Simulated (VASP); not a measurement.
Energy against volume of Al$_{3}$Sc (L1_2). Computed with SCAN meta-GGA, VASP's PBE PAW potentials (set 64) (plane waves; VASP). Settings: 520 eV cut-off, 8×8×8 Γ-centred mesh, first-order Methfessel-Paxton smearing of 0.10 eV, potentials Sc_sv Al.

```json
[
 {"V (Å³/atom)": "16.522", "E (eV/atom)": "-9.82394"},
 {"V (Å³/atom)": "17.033", "E (eV/atom)": "-9.82880"},
 {"V (Å³/atom)": "17.544", "E (eV/atom)": "-9.82409"},
 {"V (Å³/atom)": "18.055", "E (eV/atom)": "-9.81219"}
]
```

Problem. Fit these four points and predict the energy of the run at 16.011 Å³/atom.

Solution. A cubic in V^(−2/3), the third-order Birch-Murnaghan form, passes through the four points with V0 = 17.01 Å³/atom and B0 = 100 GPa, and gives -9.8065 eV/atom there. The run gave -9.8092 eV/atom, -2.6 meV/atom from the fit; all five points give B0 = 93 GPa.

The compound is Al3Sc in the L1_2 structure. It was relaxed first.
